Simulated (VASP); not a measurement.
These are PBE GGA with D4 dispersion, VASP's PBE PAW potentials (set 64) (plane waves; VASP 6.6.1) values and carry that method's errors.

VASP input:

### POSCAR
```
PbO2
1
    5.0183328060     0.0000000000     0.0000000000
    0.0000000000     5.0183328060     0.0000000000
    0.0000000000     0.0000000000     3.4436216508
Pb O
2 4
Direct
  0.0000000000   0.0000000000   0.0000000000
  0.5000000000   0.5000000000   0.5000000000
  0.3071975246   0.3071975246   0.0000000000
  0.8071975246   0.1928024754   0.5000000000
  0.1928024754   0.8071975246   0.5000000000
  0.6928024754   0.6928024754   0.0000000000
```

INCAR:
```
SYSTEM = PbO2
PREC = Accurate
ENCUT = 520
EDIFF = 1E-7
NELM = 100
ALGO = Normal
LREAL = .FALSE.
LASPH = .TRUE.
ISMEAR = -5
GGA = PE
IVDW = 13
LMAXMIX = 4
LWAVE = .FALSE.
LCHARG = .TRUE.
LORBIT = 11
NEDOS = 601
ISIF = 2
LEFG = .TRUE.
```

### KPOINTS
```
Automatic mesh
0
Gamma
5 5 7
0 0 0
```

POTCAR, in this order: Pb_d O (PBE.64 set). Program: vasp_std.

The resulting files:

**OSZICAR**
```
       N       E                     dE             d eps       ncg     rms          rms(c)
DAV:   1     0.686657431576E+03    0.68666E+03   -0.26417E+04  1495   0.202E+03
DAV:   2     0.559701749739E+02   -0.63069E+03   -0.60857E+03  1657   0.548E+02
DAV:   3    -0.336445094392E+02   -0.89615E+02   -0.88174E+02  1887   0.229E+02
DAV:   4    -0.373846254038E+02   -0.37401E+01   -0.37184E+01  1788   0.504E+01
DAV:   5    -0.375481767714E+02   -0.16355E+00   -0.16352E+00  2001   0.101E+01    0.140E+01
DAV:   6    -0.318637724456E+02    0.56844E+01   -0.26188E+01  2316   0.566E+01    0.462E+00
DAV:   7    -0.318774213100E+02   -0.13649E-01   -0.17619E+00  1837   0.107E+01    0.277E+00
DAV:   8    -0.318728896057E+02    0.45317E-02   -0.47789E-01  2327   0.666E+00    0.120E+00
DAV:   9    -0.318435520084E+02    0.29338E-01   -0.12312E-01  2469   0.431E+00    0.135E-01
DAV:  10    -0.318452789951E+02   -0.17270E-02   -0.10683E-02  1670   0.603E-01    0.110E-01
DAV:  11    -0.318452491636E+02    0.29832E-04   -0.30769E-04  2378   0.195E-01    0.445E-02
DAV:  12    -0.318452312176E+02    0.17946E-04   -0.78322E-05  2217   0.589E-02    0.107E-02
DAV:  13    -0.318452304000E+02    0.81753E-06   -0.59052E-06  2188   0.221E-02    0.162E-03
DAV:  14    -0.318452304250E+02   -0.25007E-07   -0.10323E-06  2091   0.155E-02    0.206E-03
DAV:  15    -0.318452305163E+02   -0.91237E-07   -0.17728E-07  1281   0.515E-03
   1 F= -.33368447E+02 E0= -.33368447E+02  d E =0.000000E+00
```

**OUTCAR**
```
------------------------ aborting loop because EDIFF is reached ----------------------------------------
  Edisp (eV):   -1.52322
  FORCE on cell =-STRESS in cart. coord.  units (eV):
  Direction    XX          YY          ZZ          XY          YZ          ZX
  --------------------------------------------------------------------------------------
  Total       0.08846     0.08846     0.05933    -0.00000     0.00000     0.00000
  in kB       1.63430     1.63430     1.09601    -0.00000     0.00000     0.00000
  external pressure =        1.45 kB  Pullay stress =        0.00 kB
  volume of cell :       86.72
      direct lattice vectors                 reciprocal lattice vectors
     5.018332806  0.000000000  0.000000000     0.199269367  0.000000000  0.000000000
     0.000000000  5.018332806  0.000000000     0.000000000  0.199269367  0.000000000
     0.000000000  0.000000000  3.443621651     0.000000000  0.000000000  0.290391948
 POSITION                                       TOTAL-FORCE (eV/Angst)
 -----------------------------------------------------------------------------------
      0.00000      0.00000      0.00000         0.000000      0.000000      0.000000
      2.50917      2.50917      1.72181         0.000000      0.000000      0.000000
      1.54162      1.54162      0.00000         0.016681      0.016681     -0.000000
      4.05079      0.96755      1.72181         0.016681     -0.016681      0.000000
      0.96755      4.05079      1.72181        -0.016681      0.016681      0.000000
      3.47671      3.47671      0.00000        -0.016681     -0.016681      0.000000
 -----------------------------------------------------------------------------------
    total drift:                                0.000000     -0.000000      0.000000
  FREE ENERGIE OF THE ION-ELECTRON SYSTEM (eV)
  ---------------------------------------------------
  free  energy   TOTEN  =       -33.3684469828 eV

  energy  without entropy=      -33.3684469828  energy(sigma->0) =      -33.36844698

 total charge

# of ion       s       p       d       tot
------------------------------------------
    1        1.044   0.755  10.020  11.819
    2        1.044   0.755  10.020  11.819
    3        1.580   3.379   0.000   4.959
    4        1.580   3.379   0.000   4.959
    5        1.580   3.379   0.000   4.959
    6        1.580   3.379   0.000   4.959
--------------------------------------------------
tot          8.407  15.026  20.040  43.473

 Electric field gradients after diagonalization (V/A^2)
 (convention: |V_zz| > |V_xx| > |V_yy|)
----------------------------------------------------------------------
 ion       V_xx      V_yy      V_zz     asymmetry (V_yy - V_xx)/ V_zz
----------------------------------------------------------------------
   1    -104.752   -26.080   130.832       0.601
   2    -104.752   -26.080   130.832       0.601
   3      79.582    53.345  -132.927       0.197
   4      79.582    53.345  -132.927       0.197
   5      79.582    53.345  -132.927       0.197
   6      79.582    53.345  -132.927       0.197
```
(Selected blocks of OUTCAR.)

The compound is PbO2 in the rutile structure. It was relaxed first.
